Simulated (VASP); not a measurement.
Level of theory: rev-vdW-DF2, VASP's PBE PAW potentials (set 64) (plane waves; VASP).

VASP ran on this input.

### POSCAR
```
Sr
1
    0.0000000000     2.9331871935     2.9331871935
    2.9331871935     0.0000000000     2.9331871935
    2.9331871935     2.9331871935     0.0000000000
Sr
1
Direct
  1.0000000000   0.0000000000   1.0000000000
```

### INCAR
```
SYSTEM  =  Sr
PREC  =  Accurate; ENCUT  =  520; LREAL  =  .False.
LASPH  =  .True.
EDIFF  =  1E-7; NELM  =  100; ALGO  =  Normal
LMAXMIX  =  4
ISMEAR  =  0; SIGMA  =  0.05
GGA  =  MK; LUSE_VDW  =  .True.; AGGAC  =  0.0
PARAM1  =  0.1234568; PARAM2  =  0.7114; ZAB_VDW  =  -1.8867
ISIF  =  2
LWAVE  =  .False.; LCHARG  =  .False.
```

File KPOINTS:
```
Automatic mesh
0
Gamma
8 8 8
0 0 0
```

POTCAR, in this order: Sr_sv (PBE.64 set). Program: vasp_std.

The resulting files:

### OSZICAR
```
       N       E                     dE             d eps       ncg     rms          rms(c)
DAV:   1     0.410765527212E+02    0.41077E+02   -0.50524E+03   522   0.969E+02
DAV:   2     0.204056668727E+01   -0.39036E+02   -0.38345E+02   594   0.170E+02
DAV:   3     0.439387265010E+00   -0.16012E+01   -0.15964E+01   773   0.283E+01
DAV:   4     0.390182590659E+00   -0.49205E-01   -0.49185E-01   749   0.442E+00
DAV:   5     0.389308422811E+00   -0.87417E-03   -0.87403E-03   845   0.393E-01    0.122E+01
DAV:   6     0.391108057725E+00    0.17996E-02   -0.49576E-03   614   0.907E-01    0.692E+00
DAV:   7     0.391790894100E+00    0.68284E-03   -0.87746E-03   593   0.116E+00    0.243E-01
DAV:   8     0.391676800802E+00   -0.11409E-03   -0.16058E-03   786   0.245E-01    0.107E-01
DAV:   9     0.391656857953E+00   -0.19943E-04   -0.25460E-05   686   0.474E-02    0.336E-02
DAV:  10     0.391638311087E+00   -0.18547E-04   -0.18618E-05   574   0.408E-02    0.114E-02
DAV:  11     0.391638225418E+00   -0.85669E-07   -0.51513E-07   771   0.545E-03
   1 F= 0.39163823E+00 E0= 0.39197814E+00  d E =-.679829E-03
```

OUTCAR:
```
------------------------ aborting loop because EDIFF is reached ----------------------------------------
  FORCE on cell =-STRESS in cart. coord.  units (eV):
  Direction    XX          YY          ZZ          XY          YZ          ZX
  --------------------------------------------------------------------------------------
  Total        0.1290259      0.1290259      0.1290259      0.0000000      0.0000000     -0.0000000
  in kB        4.0957957      4.0957957      4.0957957      0.0000000      0.0000000     -0.0000000
  external PRESSURE =       4.0957957 kB  Pullay stress =       0.0000000 kB
  volume of cell :       50.47
      direct lattice vectors                 reciprocal lattice vectors
     0.000000000  2.933187193  2.933187193    -0.170463038  0.170463038  0.170463038
     2.933187193  0.000000000  2.933187193     0.170463038 -0.170463038  0.170463038
     2.933187193  2.933187193  0.000000000     0.170463038  0.170463038 -0.170463038
 POSITION                                       TOTAL-FORCE (eV/Angst)
 -----------------------------------------------------------------------------------
      0.00000      0.00000      0.00000         0.000000     -0.000000     -0.000000
 -----------------------------------------------------------------------------------
    total drift:                                0.000000      0.000000     -0.000000
  FREE ENERGIE OF THE ION-ELECTRON SYSTEM (eV)
  ---------------------------------------------------
  free  energy   TOTEN  =         0.3916382254 eV

  energy  without entropy=        0.3923180548  energy(sigma->0) =        0.39197814
```
(Selected blocks of OUTCAR.)

The compound is Sr in the fcc structure. This cell is one point of a volume scan, at 0.97 of the reference volume.
